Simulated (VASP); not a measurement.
Here is a VASP 6.6.1 calculation.

run.py

```python
from ase.calculators.vasp import Vasp
from ase.dft.bandgap import bandgap
from ase.spacegroup import crystal

atoms = crystal(
    ['Mn', 'Pt', 'S'],
    basis=[[0.0, 0.0, 0.0], [0.5, 0.5, 0.5], [0.0, 0.5, 0.5]],
    spacegroup=221,
    setting=1,
    cellpar=[4.71715, 4.71715, 4.71715, 90.0, 90.0, 90.0],
    primitive_cell=True,
)
atoms.set_initial_magnetic_moments([4.0, 0.0, 0.0, 0.0, 0.0])
calc = Vasp(
    directory='calc',
    xc='lda',
    pp='LDA',
    setups='recommended',
    prec='Accurate',
    encut=520,
    ediff=1e-07,
    ismear=0,
    sigma=0.05,
    lreal=False,
    lasph=True,
    nelm=120,
    algo='Normal',
    isif=2,
    lwave=False,
    lcharg=False,
    ispin=2,
    lorbit=11,
    lmaxmix=4,
    ldautype=2,
    ldauprint=1,
    ldau_luj={'Mn': {'L': 2, 'U': 8, 'J': 0}, 'Pt': {'L': 2, 'U': 5, 'J': 0}},
    kpts=[6, 6, 6],
    gamma=True,
    nbands=32,
)
atoms.calc = calc

print('energy (eV):', atoms.get_potential_energy())
print('free energy (eV):', atoms.get_potential_energy(force_consistent=True))
print('forces (eV/A):')
print(atoms.get_forces())
print('stress (eV/A^3, Voigt):', atoms.get_stress())
print('Fermi level (eV):', calc.get_fermi_level())
print('moment (muB):', atoms.get_magnetic_moment())
print('site moments (muB):', atoms.get_magnetic_moments())
gap, top, bottom = bandgap(calc)
print('band gap (eV):', gap, 'from (spin, k, band)', top, 'to', bottom)
```

Potentials or basis: VASP PAW LDA potentials, release 64 (Mn_pv, Pt, S).

The run is started by

```sh
$ python run.py
```

(1) What does it give for the net moment?

(2) What does it give for the pressure?

## Answers

(1) 5.00 μB per cell.

(2) -7.0 GPa.

Caveat: a cell with one magnetic atom can't hold antiferromagnetic order, which such compounds often take.
